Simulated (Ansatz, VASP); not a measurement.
# Cross-check of GaSi between VASP and Ansatz

Aim: how closely do two programs agree when they are given the same cell, functional and k mesh? The cell is generated by rule, not measured, and may not be a known phase. The cell is taken from a series of runs on this material, whose earlier steps may have relaxed, scaled, displaced or heated it; both programs get it as it stands.

Method: plane waves, with VASP 6.6.1 beside it; relaxation of cell and atoms at PBE and zone-centre phonons at PBE, in Ansatz 0.2.0.

The structure was built from a prototype and need not be the compound's stable phase.

## Step 1: The structure

It takes space group Pm-3m (No. 221, cubic). Conventional cell: a = 3.244 Å, b = 3.244 Å, c = 3.244 Å, α = 90.00°, β = 90.00°, γ = 90.00°. Nearest to Ga lie 8 Si at 2.81 Å. Nearest to Si lie 8 Ga at 2.81 Å. Farther neighbours are not listed.

## Step 2: VASP: relaxation of cell and atoms, PBE

The relaxed volume is the usual yardstick between codes: in a stiff, nearly cubic crystal its relative difference is about their pressure difference at one cell divided by the bulk modulus.

Lines of VASP's logs that name or quote its potential files are left out, and so is its time.

File INCAR:

```
SYSTEM = GaSi
PREC = Accurate
ENCUT = 500
EDIFF = 1E-07
NELM = 120
ISMEAR = 1
SIGMA = 0.15
LREAL = .FALSE.
ALGO = Normal
GGA = PE
NBANDS = 14
LORBIT = 11
LWAVE = .FALSE.
LCHARG = .FALSE.
ISIF = 3
IBRION = 2
NSW = 80
EDIFFG = -0.005
LASPH = .TRUE.
GGA_COMPAT = .FALSE.
NELMIN = 4
KPAR = 2
```

File POSCAR:

```
GaSi
1.0
    3.2438600000      0.0000000000      0.0000000000
    0.0000000000      3.2438600000      0.0000000000
    0.0000000000      0.0000000000      3.2438600000
Ga Si
1 1
Direct
    0.0000000000      0.0000000000      0.0000000000
    0.5000000000      0.5000000000      0.5000000000
```

File KPOINTS:

```
Automatic mesh
0
Gamma
12 12 12
0 0 0
```

Potentials, in the order of the species: Ga_d and Si (PBE family, release 64).

Command:

```
$ mpirun -np 2 vasp_std
```

Numbers of over 12 decimals in the logs are rounded to 6 here.

The log of the run:

```text
[banner, memory and clock lines left out]
running    2 mpi-ranks, on    1 nodes
 distrk:  each k-point on    1 cores,    2 groups
 distr:  one band on    1 cores,    1 groups

 POSCAR found type information on POSCAR GaSi
 POSCAR found :  2 types and       2 ions
 LDA part: xc-table for (Slater+PW92), standard interpolation
 POSCAR, INCAR and KPOINTS ok, starting setup
 FFT: planning ... GRIDC
 FFT: planning ... GRID_SOFT
 FFT: planning ... GRID
 WAVECAR not read
 entering main loop
       N       E                     dE             d eps       ncg     rms          rms(c)
DAV:   1     0.611165171850E+02    0.61117E+02   -0.80046E+03  2484   0.171E+03
DAV:   2    -0.399210098237E+01   -0.65109E+02   -0.62272E+02  2592   0.294E+02
DAV:   3    -0.758186499158E+01   -0.35898E+01   -0.35662E+01  2928   0.545E+01
DAV:   4    -0.762715166478E+01   -0.45287E-01   -0.45277E-01  2838   0.641E+00
DAV:   5    -0.762806212513E+01   -0.91046E-03   -0.91039E-03  3100   0.857E-01    0.209E+00
DAV:   6    -0.758055554727E+01    0.47507E-01   -0.81215E-02  3016   0.563E+00    0.114E+00
DAV:   7    -0.756938607747E+01    0.11169E-01   -0.15322E-02  3712   0.149E+00    0.267E-01
DAV:   8    -0.756810622197E+01    0.12799E-02   -0.17113E-03  2906   0.599E-01    0.628E-02
DAV:   9    -0.756810118769E+01    0.50343E-05   -0.68109E-05  3188   0.982E-02    0.275E-02
DAV:  10    -0.756810329568E+01   -0.21080E-05   -0.46213E-06  2910   0.330E-02    0.743E-03
DAV:  11    -0.756810273996E+01    0.55572E-06   -0.56040E-07  3022   0.738E-03    0.106E-03
DAV:  12    -0.756810271393E+01    0.26029E-07   -0.31610E-08  1902   0.134E-03
   1 F= -.75681027E+01 E0= -.75683357E+01  d E =-.756810E+01
 curvature:   0.00 expect dE= 0.000E+00 dE for cont linesearch  0.000E+00
 trial: gam= 0.00000 g(F)=  0.000E+00 g(S)=  0.135E-04 ort = 0.000E+00 (trialstep = 0.100E+01)
 search vector abs. value=  0.135E-04
 bond charge predicted
       N       E                     dE             d eps       ncg     rms          rms(c)
DAV:   1    -0.756825248726E+01   -0.14975E-03   -0.19003E-03  2808   0.781E-01    0.691E-02
DAV:   2    -0.756814014628E+01    0.11234E-03   -0.20918E-04  2934   0.291E-01    0.315E-02
DAV:   3    -0.756811307109E+01    0.27075E-04   -0.26309E-05  2922   0.964E-02    0.762E-03
DAV:   4    -0.756810956126E+01    0.35098E-05   -0.25002E-06  3324   0.230E-02    0.139E-03
DAV:   5    -0.756810936205E+01    0.19921E-06   -0.90764E-08  1656   0.397E-03    0.380E-04
DAV:   6    -0.756810933467E+01    0.27387E-07   -0.17690E-08  1410   0.226E-03
   2 F= -.75681093E+01 E0= -.75683396E+01  d E =-.662073E-05
 trial-energy change:   -0.000007  1 .order   -0.000007   -0.000013   -0.000001
 step:   1.0638(harm=  1.0501)  dis= 0.00000  next Energy=    -7.568109 (dE=-0.664E-05)
 reached required accuracy - stopping structural energy minimisation
```

Parts of OUTCAR (step 2):

```text
ion  position               nearest neighbor table
   1  0.000  0.000  0.000-   2 2.81   2 2.81   2 2.81   2 2.81   2 2.81   2 2.81   2 2.81   2 2.81

  LATTYP: Found a simple cubic cell.
 ALAT       =     3.2438600000

 Subroutine GETGRP returns: Found 48 space group operations
 (whereof 48 operations were pure point group operations)

The static configuration has the point symmetry O_h .

 Found     84 irreducible k-points:

   k-points           NKPTS =     84   k-points in BZ     NKDIM =     84   number of bands    NBANDS=     14

   dimension x,y,z NGX =    24 NGY =   24 NGZ =   24
   dimension x,y,z NGXF=    48 NGYF=   48 NGZF=   48

   ENCUT  =  500.0 eV  36.75 Ry    6.06 a.u.   5.91  5.91  5.91*2*pi/ulx,y,z

   NELECT =      17.0000    total number of electrons

 k-points in reciprocal lattice and weights: Automatic mesh
   0.00000000  0.00000000  0.00000000       0.001
   0.08333333  0.00000000  0.00000000       0.003
   0.16666667  0.00000000  0.00000000       0.003
   0.25000000  0.00000000  0.00000000       0.003
   0.33333333  0.00000000  0.00000000       0.003
   0.41666667  0.00000000  0.00000000       0.003
   0.50000000  0.00000000  0.00000000       0.002
   0.08333333  0.08333333  0.00000000       0.007
   0.16666667  0.08333333  0.00000000       0.014
[...]
0.50000000  0.50000000  0.41666667       0.003
   0.50000000  0.50000000  0.50000000       0.001

 average (electrostatic) potential at core
       1 -63.1409       2 -82.7564

 E-fermi :   7.2166

 k-point     1 :       0.0000    0.0000    0.0000
  band No.  band energies     occupation
    ...
      2      -7.6298      2.00000
      3      -7.5008      2.00000
      4      -7.5008      2.00000
      5      -7.5008      2.00000
      6      -5.1434      2.00000
      7       7.6874     -0.00008
      8       7.6874     -0.00008
      9       7.6874     -0.00008
     10       8.2594     -0.00000
     11      11.3795      0.00000
    ...

 k-point     2 :       0.0833    0.0000    0.0000
  band No.  band energies     occupation
    ...
      3      -7.5044      2.00000
      4      -7.5044      2.00000
      5      -7.5004      2.00000
      6      -5.0459      2.00000
      7       6.2944      2.00000
      8       7.7847     -0.00000
      9       7.7847     -0.00000
     10       8.9762     -0.00000
     11      11.4621      0.00000
     12      12.2931      0.00000
    ...

 k-point     3 :       0.1667    0.0000    0.0000
  band No.  band energies     occupation
    ...
      3      -7.5140      2.00000
      4      -7.5140      2.00000
      5      -7.4994      2.00000
      6      -4.7528      2.00000
      7       4.4916      2.00000
      8       8.0746     -0.00000
      9       8.0746     -0.00000
     10       9.4657     -0.00000
     11      11.7077      0.00000
     12      14.2842      0.00000
    ...

  Total        0.0006507      0.0006507      0.0006507     -0.0000000     -0.0000000     -0.0000000
  in kB        0.0305142      0.0305142      0.0305142     -0.0000000     -0.0000000     -0.0000000
  external PRESSURE =       0.0305142 kB  Pullay stress =       0.0000000 kB

  energy-cutoff  :      500.00
  volume of cell :       34.17
      direct lattice vectors                 reciprocal lattice vectors
     3.244927278 -0.000000000 -0.000000000     0.308173316 -0.000000000 -0.000000000
     0.000000000  3.244927278 -0.000000000     0.000000000  0.308173316 -0.000000000
     0.000000000  0.000000000  3.244927278     0.000000000  0.000000000  0.308173316

 POSITION                                       TOTAL-FORCE (eV/Angst)
 -----------------------------------------------------------------------------------
      0.00000      0.00000      0.00000        -0.000000      0.000000      0.000000
      1.62246      1.62246      1.62246         0.000000     -0.000000     -0.000000
 -----------------------------------------------------------------------------------
    total drift:                                0.000000      0.000000      0.000000

  FREE ENERGIE OF THE ION-ELECTRON SYSTEM (eV)
  ---------------------------------------------------
  free  energy   TOTEN  =        -7.5681093347 eV

  energy  without entropy=       -7.5688001247  energy(sigma->0) =       -7.56833960

 reached required accuracy - stopping structural energy minimisation

 total charge
# of ion       s       p       d       tot
------------------------------------------
    1        1.000   0.582   9.985  11.566
    2        0.878   0.658   0.000   1.536
--------------------------------------------------
tot          1.878   1.240   9.985  13.102

[... 3 further parts left out ...]
```

The run keeps the 48 symmetry operations of its start, so it cannot find a distortion of lower symmetry.

## Step 3: Ansatz: relaxation of cell and atoms, PBE

Ansatz runs on its default PAW (the set named soft_2) files.

The same cell, functional, mesh and smearing now go to Ansatz, which takes its cutoff from its data sets.

File input.yaml:

```yaml
crystal:
  lattice:
    - [3.2438597276, 0.0, 0.0]
    - [0.0, 3.2438597276, 0.0]
    - [0.0, 0.0, 3.2438597276]
  atoms:
    - { symbol: Ga, position: [0.0, 0.0, 0.0] }
    - { symbol: Si, position: [0.5, 0.5, 0.5] }
kpoints:
  mp_grid: { grid: [12, 12, 12] }
hamiltonian:
  xc: pbe
scf:
  occupations: { method: methfessel_paxton, width: 0.15 }
output:
  forces: true
  stress: true
  eigenvalues: true
relax:
  adjacent_minimum: "off"
  f_tol: 0.001
  max_steps: 60
  cell: { stress_tol: 0.01 }
```

Command:

```
$ ansatz run input.yaml --threads 2 --pin off --max-ram 5120MiB --backend cpu --events-out ev --progress --plain --runs-dir out
```

The log of the run:

```text
Engine: ansatz 0.2.0, aarch64-unknown-linux-gnu
Pseudopotentials: kind: paw
Pseudopotential: Ga, paw, valence charge 13, recommended cutoff 420 eV (normal), Ga.paw.azcp
Pseudopotential: Si, paw, valence charge 4, recommended cutoff 420 eV (normal), Si.paw.azcp
Functional definition: PBE
  parameter kappa = 0.804
  parameter beta = 0.066725
  exchange = pbe_x(kappa = kappa, mu = beta*pi^2/3)
  correlation = pbe_c(beta = beta)
Crystal: 2 atoms, lattice volume = 34.134 Å³
Basis set: ecut = 420 eV, 691 PW (Γ), exchange–correlation on 48×48×48 points (8 copies of the dense FFT grid, shifted against one another)
Bands: 13, of which v1, the nominal top of the filled ones, is band 9 counted from 1 (8 counted from 0)
Symmetry: 48 space group operations
Space group: Pm-3m (ITA 221), of the structure as read, at distance tolerance 3.2e-5 Å
k-points: 84 of 1728
Non-local potential: Ga, projectors of the file, l = 0: 2, l = 1: 2, l = 2: 3, l = 3: 1
Non-local potential: Si, projectors of the file, l = 0: 2, l = 1: 2, l = 2: 2
PAW form: soft (Blöchl's): semilocal exchange-correlation on the pseudo side does not see the compensation charge
PAW one-centre angular grid: Ga, 590 points (default); XC on 64 Gauss nodes
PAW one-centre angular grid: Si, 110 points (default); XC on 64 Gauss nodes
Initial density: superposition of atomic densities (neutral atoms: chi_scale 0, normalization atom), corrected by the library's trained network
Initial wavefunctions: pseudopotential atomic-orbital guess
Functional: x = pbe(κ = 0.804, μ = 0.219515), c = pbe(β = 0.066725)
SCF iter   1: F=—  HF=-4418.068666 eV  |F-HF|=—  |Δ(HF+E_count)|=         —  Δρ=1.17e-3  dr2=2.42e-4  ethr=1.77e-3  ⟨swp⟩=5.1  Hψ=13703  notcnv=0  defer=4
automatic band count: the SCF goes on with 17 bands, as 13 were too few: the levels above may hold too much charge
preconditioner: auto → none  [metal: Δε(μ)=0.065 eV  Ē_g=19.139 eV  σ=0.150 eV  W_gap=0.35  n_scr=6 (ndim 8)  ℏωp=26.2 eV  f_vac=0.000  D(μ)=0.65/eV (n_scr^D=0)  sad-step TF]
SCF iter   2: F=—  HF=-4418.068647 eV  |F-HF|=—  |Δ(HF+E_count)|=   1.91e-5  S|Δr|=    0.00e0  Δρ=7.55e-4  dr2=1.33e-4  ethr=1.43e-6  ⟨swp⟩=2.0  Hψ=2580  notcnv=0  defer=4
SCF iter   3: F=—  HF=-4418.068599 eV  |F-HF|=—  |Δ(HF+E_count)|=   4.80e-5  S|Δr|=    0.00e0  Δρ=3.97e-4  dr2=2.01e-5  ethr=7.80e-7  ⟨swp⟩=2.1  Hψ=1753  notcnv=0  defer=4
SCF iter   4: F=—  HF=-4418.068631 eV  |F-HF|=—  |Δ(HF+E_count)|=   3.16e-5  S|Δr|=    0.00e0  Δρ=1.29e-4  dr2=1.73e-6  ethr=1.18e-7  ⟨swp⟩=2.1  Hψ=1879  notcnv=0  defer=4
SCF iter   5: F=—  HF=-4418.068636 eV  |F-HF|=—  |Δ(HF+E_count)|=   5.56e-6  S|Δr|=    0.00e0  Δρ=1.87e-5  dr2=1.04e-7  ethr=1.02e-8  ⟨swp⟩=2.0  Hψ=1536  notcnv=0  defer=4
SCF iter   6: F=-4418.068636 eV  HF=-4418.068636 eV  |F-HF|=6.42e-9  |Δ(HF+E_count)|=   6.02e-8  S|Δr|=    0.00e0  Δρ=4.42e-6  dr2=4.76e-9  ethr=5.88e-10  ⟨swp⟩=7.2  Hψ=5581  notcnv=0
SCF 1 converged in 6 iterations: F = -4418.068636 eV  dr2 = 4.76e-9
  greatest PAW one-centre occupation: 0.995 electrons in one spin orbital (limit 2), on the Ga atom at site 0 (counted from 0), in its partial waves of l = 2
relax step   1: F+E_penalty+E_count = -4418.06863600 eV  Δ(F+E_penalty+E_count) = +0.000e0 eV  max|allowed force component| = 2.958e-31 eV/Å  Δτ_max = 0.0000 Å  P = +0.007 GPa  Ω = 34.134 Å³  (6 SCF iters, dr2 threshold 1.00e-7 eV, accepted)
Bands: 17, of which v1, the nominal top of the filled ones, is band 9 counted from 1 (8 counted from 0)
Initial density: handed on by an earlier stage of this run
Initial wavefunctions: pseudopotential atomic-orbital guess (no wavefunctions were taken with the density)
iter 1 solved again at ethr=5.76e-7 eV; its pass at ethr=3.10e-3 eV (dr2=9.79e-5 eV) is discarded
SCF iter   1: F=—  HF=-4418.068635 eV  |F-HF|=—  |Δ(HF+E_count)|=         —  Δρ=4.38e-6  dr2=5.15e-9  ethr=5.76e-7  ⟨swp⟩=2.3  Hψ=10442  notcnv=0
eigensolver tolerance schedule: the retry pair's looser diagonalisation over-reported the residual by 19001.72 of it (diagonalisation noise at an unbounded share of the residual, at the tolerance the schedule requests for it); recorded, not acted on — ethr = c·dr2/N_el stays at c = 1.0e-1
preconditioner: auto → none  [metal: Δε(μ)=0.060 eV  Ē_g=19.139 eV  σ=0.150 eV  W_gap=0.32  n_scr=6 (ndim 8)  ℏωp=26.2 eV  f_vac=0.000  D(μ)=0.65/eV (n_scr^D=0)]
SCF iter   2: F=—  HF=-4418.068636 eV  |F-HF|=—  |Δ(HF+E_count)|=   1.40e-6  S|Δr|=    0.00e0  Δρ=7.04e-7  dr2=9.70e-11  ethr=3.03e-11  ⟨swp⟩=2.5  Hψ=2287  notcnv=0
SCF iter   3: F=—  HF=-4418.068636 eV  |F-HF|=—  |Δ(HF+E_count)|=  1.69e-10  S|Δr|=    0.00e0  Δρ=4.92e-7  dr2=6.10e-11  ethr=5.71e-13 (applied; sched 1.00e-12)  ⟨swp⟩=2.0  Hψ=2145  notcnv=0
SCF iter   4: F=—  HF=-4418.068636 eV  |F-HF|=—  |Δ(HF+E_count)|=  9.09e-13  S|Δr|=    0.00e0  Δρ=1.31e-7  dr2=7.48e-12  ethr=3.59e-13 (applied; sched 1.00e-12)  ⟨swp⟩=2.2  Hψ=2116  notcnv=0
SCF iter   5: F=-4418.068636 eV  HF=-4418.068636 eV  |F-HF|=1.82e-12  |Δ(HF+E_count)|=  9.09e-13  S|Δr|=    0.00e0  Δρ=3.76e-8  dr2=3.47e-13  ethr=1.00e-12  ⟨swp⟩=2.7  Hψ=4921  notcnv=0
SCF 2 converged in 5 iterations: F = -4418.068636 eV  dr2 = 3.47e-13
relax step   2: F+E_penalty+E_count = -4418.06863600 eV  Δ(F+E_penalty+E_count) = -3.884e-9 eV  max|allowed force component| = 6.574e-32 eV/Å  Δτ_max = 0.0000 Å  P = +0.007 GPa  Ω = 34.134 Å³  stress off target by 6.83e-3 GPa  SCF on the basis re-selected at this cell (its energy is not comparable with the rows above)  (5 SCF iters)
basis re-selected at this cell: Δ(F+E_penalty+E_count) = -3.884e-9 eV, ΔP = -0.000 GPa vs the last step (what re-selecting the basis moved, of the pressure what is left beyond the Pulay correction that the steps carried, after the strain that the cell walked since its last selection, with what the two solves' SCF thresholds leave and, on support functions, any second-order correction that the steps lacked; it is no m [...]
SCF converged after 5 iterations
Stability not checked: this state was not tested for a lower state beside it, because cold or Methfessel-Paxton smearing, or corrected tetrahedra, fill the levels in a way that the test cannot read (fill_not_monotonic; see scf.lower_state_search)
Free energy (F): -4418.068636 eV
Harris-Foulkes:  -4418.068636 eV  (|F-HF|=1.82e-12)
Internal energy: -4418.069335 eV  (E = F + TS)
E sigma→0 (E₀):  -4418.068811 eV
Entropy (-TS):   0.000699 eV (0.349 meV/atom)
Fermi energy:    9.765458 eV
--- Per-component energies (eV) ---
  E_band       = -15.590243
  E_kinetic    = 153.639434
  E_local      = -1990.415748  (includes V_loc(G=0)·N_el)
  E_nonlocal   = 448.667701
  E_hartree    = 943.020920
  E_xc         = -124.634269
  E_vxc        = -104.952378  (∫ρ·V_xc dr)
  E_paw        = -2498.208042  (= ΣΔE_a)
  E_vpaw       = -408.570942  (= ΣTr[D̂ρ^β])
  E_aug_tail   = -0.000164  (compensation charges beyond the density's cutoff)
  E_ewald      = -1350.139167
  E_smearing   = 0.000699  (= −TS)
  E_closure    = 0.000000  (closes the sum)
  Σ components = -4418.068636   (vs F -4418.068636, Δ=0.00e0)
--- Forces (eV/Å), atoms counted from 1 ---
  atom   1  Ga     0.00000000     0.00000000     0.00000000
  atom   2  Si     0.00000000    -0.00000000    -0.00000000
  max |Σ_I F_I| component: 2.05e-31 eV/Å
--- Stress (GPa, compression-positive) ---
        0.006831      -0.000000       0.000000
       -0.000000       0.006831       0.000000
        0.000000       0.000000       0.006831
  P = ⅓ Tr σ = 0.0068 GPa (0.068 kbar)
--- Band table (eV; the first three rows and the last of 84) ---
  k-point 0: bands = [... 5 lower, -2.6009, 10.2357, 10.2357, 10.2357, 10.8191, 13.9237, 13.9237, 21.5824, ... 4 higher]
  k-point 1: bands = [... 5 lower, -2.5033, 8.8444, 10.3332, 10.3332, 11.5334, 14.0061, 14.8370, 20.8003, ... 4 higher]
  k-point 2: bands = [... 5 lower, -2.2102, 7.0402, 10.6236, 10.6236, 12.0226, 14.2510, 16.8275, 19.3536, ... 4 higher]
  k-point 83: bands = [... 5 lower, 5.6397, 7.9346, 8.1518, 8.1518, 8.1518, 8.8432, 8.8432, 8.8432, ... 4 higher]
--- Relaxed structure (1 steps of the walk, 1 accepted, 1 SCFs on fresh bases) ---
  F+E_penalty+E_count = -4418.06863600 eV   max|allowed force component| = 6.574e-32 eV/Å   (the final SCF, on the basis selected at the relaxed cell)
  cell:  # Å, volume = 34.1339 Å³
    - [3.2438597276, 0.0, 0.0]
    - [0.0, 3.2438597276, 0.0]
    - [0.0, 0.0, 3.2438597276]
  atoms:
    - { symbol: Ga, position: [0.0, 0.0, 0.0] }
    - { symbol: Si, position: [0.5, 0.5, 0.5] }
```

Reading the cycles: dr2 is the Hartree energy of the density residual (eV), the measure of convergence; HF is the Harris–Foulkes estimate of the energy, which meets the free energy F at convergence.

## Step 4: Differences

Known differences besides the potentials themselves: the cutoff is 420 eV in Ansatz and 500 eV in VASP; Ansatz adds a Pulay correction to the stress that steers its cell, VASP none. Total energies have different zeros and are not compared.

The two programs side by side:

```csv
quantity,Ansatz,VASP,difference
volume (Å³),34.13,34.17,-0.10 %
"edge a after relaxation, in the typed setting (Å)",3.244,3.245,-0.03 %
```

(Part 1 of 2 ends here.)

[Lines on the potential files, build, host, timing and source positions are cut from VASP's logs without a mark.]

[Logs are printed without paths, hosts, clocks, repeated set-up lines and the standing remarks that a program may print on its own settings, such as how far it seeks lower states.]

[Hosts, paths, dates, database ids (printed as entryN), source tags and the programs' standing remarks are cut or masked in the printed files.]
